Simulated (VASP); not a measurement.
Output of a VASP run:

### OSZICAR
```
       N       E                     dE             d eps       ncg     rms          rms(c)
DAV:   1     0.227691018069E+04    0.22769E+04   -0.12314E+05   330   0.125E+03
DAV:   2    -0.160128262350E+03   -0.24370E+04   -0.23235E+04   468   0.325E+02
DAV:   3    -0.425261851487E+03   -0.26513E+03   -0.26320E+03   379   0.114E+02
DAV:   4    -0.430335896518E+03   -0.50740E+01   -0.50657E+01   364   0.164E+01
DAV:   5    -0.430386851832E+03   -0.50955E-01   -0.50938E-01   364   0.166E+00    0.400E+01
RMM:   6    -0.380730813793E+03    0.49656E+02   -0.22703E+02   322   0.311E+01    0.121E+01
RMM:   7    -0.381450551556E+03   -0.71974E+00   -0.13084E+01   322   0.667E+00    0.817E+00
RMM:   8    -0.381238260472E+03    0.21229E+00   -0.12841E+00   322   0.410E+00    0.869E-01
RMM:   9    -0.381245342738E+03   -0.70823E-02   -0.14685E-01   322   0.902E-01    0.556E-01
RMM:  10    -0.381255268752E+03   -0.99260E-02   -0.11419E-01   322   0.721E-01    0.472E-01
RMM:  11    -0.381253800689E+03    0.14681E-02   -0.66051E-03   322   0.207E-01    0.197E-01
RMM:  12    -0.381253274331E+03    0.52636E-03   -0.42848E-03   322   0.163E-01    0.185E-02
RMM:  13    -0.381253308544E+03   -0.34212E-04   -0.13504E-04   322   0.314E-02    0.113E-02
RMM:  14    -0.381253312653E+03   -0.41097E-05   -0.18910E-05   203   0.117E-02
   1 F= -.38125331E+03 E0= -.38125331E+03  d E =-.381253E+03
```

**OUTCAR**
```
------------------------ aborting loop because EDIFF is reached ----------------------------------------
  FORCE on cell =-STRESS in cart. coord.  units (eV):
  Direction    XX          YY          ZZ          XY          YZ          ZX
  --------------------------------------------------------------------------------------
  Total      -17.8538161    -17.8538161    -17.8538161     -0.0000000     -0.0000000     -0.0000000
  in kB      -46.7934777    -46.7934777    -46.7934777     -0.0000000     -0.0000000     -0.0000000
  external PRESSURE =     -46.7934777 kB  Pullay stress =       0.0000000 kB
  volume of cell :      611.30
      direct lattice vectors                 reciprocal lattice vectors
     8.486959016  0.000000000  0.000000000     0.117827834  0.000000000  0.000000000
     0.000000000  8.486959016  0.000000000     0.000000000  0.117827834  0.000000000
     0.000000000  0.000000000  8.486959016     0.000000000  0.000000000  0.117827834
  FREE ENERGIE OF THE ION-ELECTRON SYSTEM (eV)
  ---------------------------------------------------
  free  energy   TOTEN  =      -381.2533126534 eV

  energy  without entropy=     -381.2533126534  energy(sigma->0) =     -381.25331265

 reached required accuracy - stopping structural energy minimisation
```
(Selected blocks of OUTCAR.)

POSCAR:
```
Mg32O32
1
    8.4869590160     0.0000000000     0.0000000000
    0.0000000000     8.4869590160    -0.0000000000
   -0.0000000000    -0.0000000000     8.4869590160
Mg O
32 32
Direct
  0.5000000000   0.0000000000   0.0000000000
  0.7500000000   0.2500000000   0.0000000000
  0.7500000000   0.0000000000   0.2500000000
  0.0000000000   0.0000000000   0.0000000000
  0.2500000000   0.2500000000   0.0000000000
  0.5000000000   0.5000000000   0.0000000000
  0.7500000000   0.7500000000   0.0000000000
  0.2500000000   0.0000000000   0.2500000000
  0.5000000000   0.2500000000   0.2500000000
  0.7500000000   0.5000000000   0.2500000000
  0.5000000000   0.0000000000   0.5000000000
  0.7500000000   0.2500000000   0.5000000000
  0.7500000000   0.0000000000   0.7500000000
  0.0000000000   0.5000000000   0.0000000000
  0.2500000000   0.7500000000   0.0000000000
  0.0000000000   0.2500000000   0.2500000000
  0.2500000000   0.5000000000   0.2500000000
  0.5000000000   0.7500000000   0.2500000000
  0.0000000000   0.0000000000   0.5000000000
  0.2500000000   0.2500000000   0.5000000000
  0.5000000000   0.5000000000   0.5000000000
  0.7500000000   0.7500000000   0.5000000000
  0.2500000000   0.0000000000   0.7500000000
  0.5000000000   0.2500000000   0.7500000000
  0.7500000000   0.5000000000   0.7500000000
  0.0000000000   0.7500000000   0.2500000000
  0.0000000000   0.5000000000   0.5000000000
  0.2500000000   0.7500000000   0.5000000000
  0.0000000000   0.2500000000   0.7500000000
  0.2500000000   0.5000000000   0.7500000000
  0.5000000000   0.7500000000   0.7500000000
  0.0000000000   0.7500000000   0.7500000000
  0.7500000000   0.2500000000   0.2500000000
  0.0000000000   0.5000000000   0.2500000000
  0.0000000000   0.2500000000   0.5000000000
  0.2500000000   0.2500000000   0.2500000000
  0.5000000000   0.5000000000   0.2500000000
  0.7500000000   0.7500000000   0.2500000000
  0.0000000000   0.0000000000   0.2500000000
  0.5000000000   0.2500000000   0.5000000000
  0.7500000000   0.5000000000   0.5000000000
  0.0000000000   0.7500000000   0.5000000000
  0.7500000000   0.2500000000   0.7500000000
  0.0000000000   0.5000000000   0.7500000000
  0.0000000000   0.2500000000   0.0000000000
  0.2500000000   0.7500000000   0.2500000000
  0.5000000000   0.0000000000   0.2500000000
  0.2500000000   0.5000000000   0.5000000000
  0.5000000000   0.7500000000   0.5000000000
  0.7500000000   0.0000000000   0.5000000000
  0.2500000000   0.2500000000   0.7500000000
  0.5000000000   0.5000000000   0.7500000000
  0.7500000000   0.7500000000   0.7500000000
  0.0000000000   0.0000000000   0.7500000000
  0.5000000000   0.2500000000   0.0000000000
  0.7500000000   0.5000000000   0.0000000000
  0.0000000000   0.7500000000   0.0000000000
  0.2500000000   0.0000000000   0.5000000000
  0.2500000000   0.7500000000   0.7500000000
  0.5000000000   0.0000000000   0.7500000000
  0.2500000000   0.5000000000   0.0000000000
  0.5000000000   0.7500000000   0.0000000000
  0.7500000000   0.0000000000   0.0000000000
  0.2500000000   0.0000000000   0.0000000000
```

Problem. Write an INCAR and KPOINTS that could have produced this output.

Solution. One answer among several that fit: the input of the run itself, PBE GGA, plane waves, VASP's PBE PAW potentials (set 64).

INCAR:
```
! general
SYSTEM = Mg32O32
PREC   = Normal
ENCUT  = 400   ! plane-wave cut-off (eV)
LREAL  = Auto   ! projection in real space or not
LASPH  = .TRUE.

! electronic loop
EDIFF  = 1E-5   ! SCF stop (eV)
NELM   = 100   ! most electronic steps
NELMIN = 4
ALGO   = Fast

! smearing
ISMEAR = 0   ! Gaussian
SIGMA  = 0.05

! functional
GGA    = PE   ! PBE

! ions
IBRION = 2   ! conjugate gradients
NSW    = 20
ISIF   = 2   ! forces and stress, cell fixed
EDIFFG = -0.03   ! ionic stop

! output
LWAVE  = .TRUE.
LCHARG = .FALSE.
```

**KPOINTS**
```
Automatic mesh
0
Gamma
1 1 1
0 0 0
```

POTCAR, in this order: Mg O (PBE.64 set). Program: vasp_gam.

At this cut-off the stress carries a Pulay error, which pulls relaxed volumes low. The supercell is sampled at Γ alone, which is coarse: total energies, pressure and levels can be off, energies of defects by several tenths of an eV.

The cell is a supercell, built from MgO (rock salt).
